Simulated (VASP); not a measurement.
Energy against volume of CsCl (CsCl type). Method: vdW-DF2, VASP's PBE PAW potentials (set 64) (plane waves; VASP 6.6.1). Run with 520 eV cut-off, 6×6×6 Γ-centred mesh, Gaussian smearing of 0.050 eV, potentials Cs_sv Cl.

```csv
V (Å³/atom),E (eV/atom)
36.190,-1.32044
37.309,-1.32324
38.428,-1.32210
39.548,-1.31767
```

Q: Fit these four points and predict the energy of the run at 35.070 Å³/atom.

A: A cubic in V^(−2/3), the third-order Birch-Murnaghan form, passes through the four points with V0 = 37.51 Å³/atom and B0 = 18 GPa, and gives -1.3129 eV/atom there. The run gave -1.3129 eV/atom, -0.0 meV/atom from the fit; all five points give B0 = 18 GPa.

The compound is CsCl in the CsCl type structure. It was relaxed first, which changed the volume by +7 %.
